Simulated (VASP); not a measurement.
Output of a VASP run:

File OUTCAR:
```
 ion  position               nearest neighbor table
   1  0.000  0.000  0.000-   2 2.62   2 2.62   2 2.62   2 2.62
   2  0.250  0.250  0.250-   1 2.62   1 2.62   1 2.62   1 2.62
  LATTYP: Found a face centered cubic cell.
 ALAT       =     6.0600000000
 Subroutine PRICEL returns:
 Original cell was already a primitive cell.
 Subroutine GETGRP returns: Found 24 space group operations
The static configuration has the point symmetry T_d .
The dynamic configuration has the point symmetry T_d .
 Subroutine INISYM returns: Found 24 space group operations
 Subroutine IBZKPT returns following result:
 Found     20 irreducible k-points:

 Following reciprocal coordinates:
            Coordinates               Weight
  0.000000  0.000000  0.000000      1.000000
  0.142857  0.000000  0.000000      8.000000
  0.285714  0.000000  0.000000      8.000000
  0.428571  0.000000  0.000000      8.000000
  0.142857  0.142857  0.000000      6.000000
  0.285714  0.142857  0.000000     24.000000
  0.428571  0.142857  0.000000     24.000000
 -0.428571  0.142857  0.000000     24.000000
 -0.285714  0.142857  0.000000     24.000000
 -0.142857  0.142857  0.000000     12.000000
  0.285714  0.285714  0.000000      6.000000
  0.428571  0.285714  0.000000     24.000000
 -0.428571  0.285714  0.000000     24.000000
 -0.285714  0.285714  0.000000     12.000000
  0.428571  0.428571  0.000000      6.000000
 -0.428571  0.428571  0.000000     12.000000
  0.428571  0.285714  0.142857     24.000000
 -0.428571  0.285714  0.142857     48.000000
 -0.428571  0.428571  0.142857     24.000000
 -0.285714  0.428571  0.142857     24.000000
   k-points           NKPTS =     20   k-points in BZ     NKDIM =     20   number of bands    NBANDS=     13
   number of dos      NEDOS =    301   number of ions     NIONS =      2
   total plane-waves  NPLWV =  32768
   dimension x,y,z NGX =    32 NGY =   32 NGZ =   32
   dimension x,y,z NGXF=    64 NGYF=   64 NGZF=   64
   ions per type =               1   1
   PREC   = accura    normal or accurate (medium, high low for compatibility)
   ISTART =      0    job   : 0-new  1-cont  2-samecut
   ICHARG =      2    charge: 1-file 2-atom 10-const
   ISPIN  =      1    spin polarized calculation?
   LNONCOLLINEAR =      F non collinear calculations
   LSORBIT =      F    spin-orbit coupling
   INIWAV =      1    electr: 0-lowe 1-rand  2-diag
   ENCUT  =  520.0 eV  38.22 Ry    6.18 a.u.   7.97  7.97  7.97*2*pi/ulx,y,z
   NELM   =    100;   NELMIN=  2; NELMDL= -5     # of ELM steps
   EDIFF  = 0.1E-05   stopping-criterion for ELM
   LREAL  =      F    real-space projection
   NLSPLINE    = F    spline interpolate recip. space projectors
   LMAXMIX     =    4 max onsite mixed and CHGCAR
   VOSKOWN=      0    Vosko Wilk Nusair interpolation
   EDIFFG = -.1E-01   stopping-criterion for IOM
   NSW    =     60    number of steps for IOM
   NBLOCK =      1;   KBLOCK =     60    inner block; outer block
   IBRION =      2    ionic relax: 0-MD 1-quasi-New 2-CG
   NFREE  =      1    steps in history (QN), initial steepest desc. (CG)
   ISIF   =      3    stress and relaxation
   ISYM   =      2    0-nonsym 1-usesym 2-fastsym
   TEIN   =    0.0    initial temperature
   TEBEG  =    0.0;   TEEND  =   0.0 temperature during run
   SMASS  =  -3.00    Nose mass-parameter (am)
   PSTRESS=    0.0 pullay stress
   NELECT =      18.0000    total number of electrons
   EFERMI =   0.00;   METHOD = LEGACY
   ISMEAR =     0;   SIGMA  =   0.05  broadening in eV -4-tet -1-fermi 0-gaus
   IALGO  =     38    algorithm
   LDIAG  =      T    sub-space diagonalisation (order eigenvalues)
   IMIX   =      4    mixing-type and parameters
     AMIX     =   0.40;   BMIX     =  1.00
     AMIX_MAG =   1.60;   BMIX_MAG =  1.00
     AMIN     =   0.10
   GGA     = RP    functional components
   VOSKOWN =     0    Vosko Wilk Nusair interpolation
   LHFCALC =     F    Hartree Fock is set to
   LHFONE  =     F    Hartree Fock one center treatment
...
```

**OSZICAR**
```
       N       E                     dE             d eps       ncg     rms          rms(c)
DAV:   1     0.117447539732E+03    0.11745E+03   -0.86481E+03   520   0.150E+03
DAV:   2     0.143431641178E+01   -0.11601E+03   -0.11253E+03   525   0.332E+02
DAV:   3    -0.697506506379E+01   -0.84094E+01   -0.83491E+01   690   0.928E+01
DAV:   4    -0.719157060973E+01   -0.21651E+00   -0.21637E+00   595   0.167E+01
DAV:   5    -0.719973155089E+01   -0.81609E-02   -0.81608E-02   764   0.285E+00    0.447E+00
DAV:   6    -0.697146078175E+01    0.22827E+00   -0.41920E-01   778   0.118E+01    0.259E+00
DAV:   7    -0.695629712429E+01    0.15164E-01   -0.14818E-01   761   0.364E+00    0.785E-01
DAV:   8    -0.696102567142E+01   -0.47285E-02   -0.15912E-02   565   0.178E+00    0.190E-01
DAV:   9    -0.696248641801E+01   -0.14607E-02   -0.19307E-03   640   0.460E-01    0.104E-01
DAV:  10    -0.696278863395E+01   -0.30222E-03   -0.33669E-04   610   0.238E-01    0.652E-02
DAV:  11    -0.696294422103E+01   -0.15559E-03   -0.51368E-04   550   0.189E-01    0.449E-02
DAV:  12    -0.696294507380E+01   -0.85277E-06   -0.15226E-05   585   0.348E-02    0.143E-02
DAV:  13    -0.696294688416E+01   -0.18104E-05   -0.70063E-06   615   0.204E-02    0.558E-03
DAV:  14    -0.696294723014E+01   -0.34598E-06   -0.44943E-07   440   0.567E-03
   1 F= -.69629472E+01 E0= -.69628347E+01  d E =-.696295E+01
       N       E                     dE             d eps       ncg     rms          rms(c)
DAV:   1    -0.952744210580E+01   -0.25645E+01   -0.76961E+01   655   0.213E+02    0.896E+00
DAV:   2    -0.750763521052E+01    0.20198E+01   -0.40780E+00   620   0.433E+01    0.395E+00
DAV:   3    -0.704750309534E+01    0.46013E+00   -0.17108E+00   655   0.260E+01    0.125E+00
DAV:   4    -0.704390192239E+01    0.36012E-02   -0.70483E-02   595   0.334E+00    0.751E-01
DAV:   5    -0.703923694461E+01    0.46650E-02   -0.41451E-03   660   0.668E-01    0.509E-01
DAV:   6    -0.703842795618E+01    0.80899E-03   -0.29239E-03   585   0.596E-01    0.554E-02
DAV:   7    -0.703848472202E+01   -0.56766E-04   -0.58769E-04   688   0.499E-01    0.703E-02
DAV:   8    -0.703848697537E+01   -0.22534E-05   -0.23046E-04   555   0.266E-01    0.111E-02
DAV:   9    -0.703849548973E+01   -0.85144E-05   -0.10823E-05   620   0.279E-02    0.759E-03
DAV:  10    -0.703849694621E+01   -0.14565E-05   -0.46356E-06   590   0.222E-02    0.293E-03
DAV:  11    -0.703849712781E+01   -0.18160E-06   -0.16579E-06   594   0.162E-02
   2 F= -.70384971E+01 E0= -.70383847E+01  d E =-.755499E-01
       N       E                     dE             d eps       ncg     rms          rms(c)
DAV:   1    -0.724125138806E+01   -0.20275E+00   -0.48361E+00   660   0.435E+01    0.286E+00
DAV:   2    -0.707514972500E+01    0.16610E+00   -0.37303E-01   630   0.153E+01    0.100E+00
DAV:   3    -0.704828854973E+01    0.26861E-01   -0.82246E-02   670   0.617E+00    0.565E-01
DAV:   4    -0.704810645631E+01    0.18209E-03   -0.29981E-03   540   0.540E-01    0.393E-01
DAV:   5    -0.704788261171E+01    0.22384E-03   -0.47729E-04   614   0.232E-01    0.145E-01
DAV:   6    -0.704792613583E+01   -0.43524E-04   -0.22416E-04   753   0.177E-01    0.383E-02
DAV:   7    -0.704791650303E+01    0.96328E-05   -0.22687E-05   574   0.693E-02    0.345E-03
DAV:   8    -0.704791680231E+01   -0.29928E-06   -0.25725E-06   615   0.226E-02
   3 F= -.70479168E+01 E0= -.70478044E+01  d E =-.849696E-01
```

### OUTCAR
```
------------------------ aborting loop because EDIFF is reached ----------------------------------------
  FORCE on cell =-STRESS in cart. coord.  units (eV):
  Direction    XX          YY          ZZ          XY          YZ          ZX
  --------------------------------------------------------------------------------------
  Total        0.0123807      0.0123807      0.0123807      0.0000000      0.0000000     -0.0000000
  in kB        0.3238900      0.3238900      0.3238900      0.0000000      0.0000000     -0.0000000
  external PRESSURE =       0.3238900 kB  Pullay stress =       0.0000000 kB
  volume of cell :       61.24
      direct lattice vectors                 reciprocal lattice vectors
     0.000000000  3.128546457  3.128546457    -0.159818627  0.159818627  0.159818627
     3.128546457  0.000000000  3.128546457     0.159818627 -0.159818627  0.159818627
     3.128546457  3.128546457  0.000000000     0.159818627  0.159818627 -0.159818627
  FREE ENERGIE OF THE ION-ELECTRON SYSTEM (eV)
  ---------------------------------------------------
  free  energy   TOTEN  =        -7.0479168023 eV

  energy  without entropy=       -7.0476919301  energy(sigma->0) =       -7.04780437

 reached required accuracy - stopping structural energy minimisation
```
(Selected blocks of OUTCAR.)

File POSCAR:
```
InAs
1
    0.0000000000     3.0300000000     3.0300000000
    3.0300000000     0.0000000000     3.0300000000
    3.0300000000     3.0300000000     0.0000000000
In As
1 1
Direct
  0.0000000000   0.0000000000   0.0000000000
  0.2500000000   0.2500000000   0.2500000000
```

Q: Reconstruct the remaining input files.

A: One answer among several that fit: the input of the run itself, RPBE GGA, plane waves, VASP's PBE PAW potentials (set 64).

KPOINTS:
```
Automatic mesh
0
Gamma
7 7 7
0 0 0
```

**INCAR**
```
PREC  =  Accurate
LMAXMIX  =  4
LREAL  =  .FALSE.   ! projection in real space or not
LASPH  =  .TRUE.
NSW  =  60
EDIFF  =  1E-6
LCHARG  =  .FALSE.
LWAVE  =  .FALSE.
ISMEAR  =  0
EDIFFG  =  -0.01
ALGO  =  Normal
ENCUT  =  520   ! plane-wave cut-off (eV)
GGA  =  RP
ISIF  =  3   ! ions, shape and volume
NELM  =  100
IBRION  =  2   ! conjugate gradients
SIGMA  =  0.05
SYSTEM  =  InAs
```

POTCAR, in this order: In_d As (PBE.64 set). Program: vasp_std.

Energy and stress use the plane-wave basis of the starting cell.

The compound is InAs in the zinc blende structure. This run relaxes it. Symmetry was kept, so distortions that lower it aren't found.
